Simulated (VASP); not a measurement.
Write the native input for VASP 6.6.1 that does the following.

```yaml
Task: single point
Functional: PBE
Potentials_or_basis: VASP PAW PBE potentials, release 64 (Li_sv, B)
Cutoff: 520 eV
k_mesh: 2 × 2 × 2
Occupations: fermi-dirac, width 0.15 eV
Spin: no spin polarisation
Dipole_correction: no
Further_INCAR_settings: LREAL = Auto; ALGO = Fast; EDIFF = 1e-06; NBANDS = 40
```

The structure of Li16B (a cell with a defect) lies in POSCAR:

```
Li16B
1.0
    6.9800000000      0.0000000000      0.0000000000
    0.0000000000      6.9800000000      0.0000000000
    0.0000000000      0.0000000000      6.9800000000
Li B
16 1
Direct
   -0.0805587393     -0.0738108883      0.3726934097
    0.3791977077      0.1246418338     -0.0624498567
   -0.0162177650      0.4747851003      0.0990114613
    0.2084527221     -0.0361891117      0.5887965616
    0.3532234957      0.2772063037      0.3102865330
    0.3986246418      0.4781661891     -0.0343839542
    0.5667478510     -0.0106017192      0.5336389685
    0.6219627507      0.1861891117      0.2072206304
   -0.3811891117      0.5398567335      0.3833954155
    0.3234527221      0.8830515759      0.2121346705
    0.3545702006      0.4296275072      0.6289255014
    0.9934240688      0.3357593123      0.4037822350
    0.6196848138      0.7652865330      0.0611747851
    0.7724212034      0.1658022923      0.8701146132
    0.0137535817      0.8936103152      0.9189828080
    0.8681088825      0.4688395415      0.7309885387
    0.1266762178      0.3112893983     -0.1483954155
```

The cell was built by a generator and needn't be a form met in nature.

One way to write it, as run:

INCAR

```
SYSTEM = Li16B
ALGO = Fast
EDIFF = 1E-6
ENCUT = 520
GGA = PE
ISIF = 2
ISMEAR = -1
LASPH = .True.
LCHARG = .False.
LREAL = Auto
LWAVE = .False.
NBANDS = 40
NELM = 100
PREC = Accurate
SIGMA = 0.15
```

KPOINTS

```
k-points
0
Gamma
  2 2 2
  0 0 0
```

Potentials or basis: VASP PAW PBE potentials, release 64 (Li_sv, B).

Command:

```bash
$ cat potpaw_PBE.64/Li_sv/POTCAR potpaw_PBE.64/B/POTCAR > POTCAR
$ mpirun -np 1 vasp_std > vasp.out
```

Results of the run:

* Largest force: 1.359 eV/Å
* Band gap on the k mesh: none (metal or under the smearing width)

Caveat: the k mesh is coarse (spacing up to 0.45 Å⁻¹), so the values aren't converged.

Wall time 4.7 min on 1 thread of AMD EPYC 9R45 (Zen 5) (shared host), peak memory 0.4 GiB.
